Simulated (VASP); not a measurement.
Output of a VASP run:

### OSZICAR
```
       N       E                     dE             d eps       ncg     rms          rms(c)
DAV:   1     0.102505314163E+01    0.10251E+01   -0.35531E+03 20608   0.653E+02
DAV:   2    -0.173684227341E+02   -0.18393E+02   -0.17516E+02 22552   0.108E+02
DAV:   3    -0.176654219821E+02   -0.29700E+00   -0.29700E+00 21616   0.167E+01
DAV:   4    -0.176663284090E+02   -0.90643E-03   -0.90643E-03 25384   0.861E-01
DAV:   5    -0.176663301767E+02   -0.17677E-05   -0.17677E-05 21984   0.294E-02    0.811E+00
DAV:   6    -0.155381084464E+02    0.21282E+01   -0.12560E+01 17584   0.214E+01    0.300E+00
DAV:   7    -0.155092813449E+02    0.28827E-01   -0.76182E-02 18232   0.296E+00    0.199E+00
DAV:   8    -0.154911214623E+02    0.18160E-01   -0.21524E-02 21200   0.181E+00    0.396E-01
DAV:   9    -0.154908799756E+02    0.24149E-03   -0.79352E-04 25752   0.240E-01    0.208E-01
DAV:  10    -0.154909242354E+02   -0.44260E-04   -0.13849E-04 20416   0.108E-01    0.108E-02
DAV:  11    -0.154909237228E+02    0.51258E-06   -0.91042E-06 20328   0.305E-02
   1 F= -.15490924E+02 E0= -.15490924E+02  d E =-.711427E-12
```

File OUTCAR:
```
------------------------ aborting loop because EDIFF is reached ----------------------------------------
  FORCE on cell =-STRESS in cart. coord.  units (eV):
  Direction    XX          YY          ZZ          XY          YZ          ZX
  --------------------------------------------------------------------------------------
  Total       -1.3909749     -1.0559401     -1.0699672     -0.1713506     -0.9092161      0.0685017
  in kB     -102.3589888    -77.7044674    -78.7366953    -12.6093402    -66.9073500      5.0409020
  external PRESSURE =     -86.2667172 kB  Pullay stress =       0.0000000 kB
  volume of cell :       21.77
      direct lattice vectors                 reciprocal lattice vectors
     0.000000000  2.216280000  2.216280000    -0.225603263  0.225603263  0.225603263
     2.216280000  0.000000000  2.216280000     0.225603263 -0.225603263  0.225603263
     2.216280000  2.216280000  0.000000000     0.225603263  0.225603263 -0.225603263
  FREE ENERGIE OF THE ION-ELECTRON SYSTEM (eV)
  ---------------------------------------------------
  free  energy   TOTEN  =       -15.4909237228 eV

  energy  without entropy=      -15.4909237228  energy(sigma->0) =      -15.49092372
```
(Selected blocks of OUTCAR.)

**POSCAR**
```
AlN
1
    0.0000000000     2.2162800000     2.2162800000
    2.2162800000     0.0000000000     2.2162800000
    2.2162800000     2.2162800000     0.0000000000
Al N
1 1
Direct
  0.0107430000  -0.0163290000  -0.0117990000
  0.2392570000   0.2663290000   0.2617990000
```

Question: Reconstruct the remaining input files.

Answer: This is not unique; one that fits is the input of the run itself, PBEsol GGA, plane waves, VASP's PBE PAW potentials (set 64).

**KPOINTS**
```
Automatic mesh
0
Gamma
13 13 13
0 0 0
```

INCAR:
```
ALGO=Normal
EDIFF=1E-6
ENCUT=400
GGA=PS
ISIF=2
ISMEAR=-1
LASPH=T
LCHARG=F
LREAL=F
LWAVE=F
NELM=100
PREC=Accurate
SIGMA=0.02
SYSTEM=AlN
```

POTCAR, in this order: Al N (PBE.64 set). Program: vasp_std.

At this cut-off the stress carries a Pulay error, which pulls relaxed volumes low.

The structure is a typed AlN crystal (F-43m). The cell was not relaxed at this level, atoms are displaced from their ideal sites.
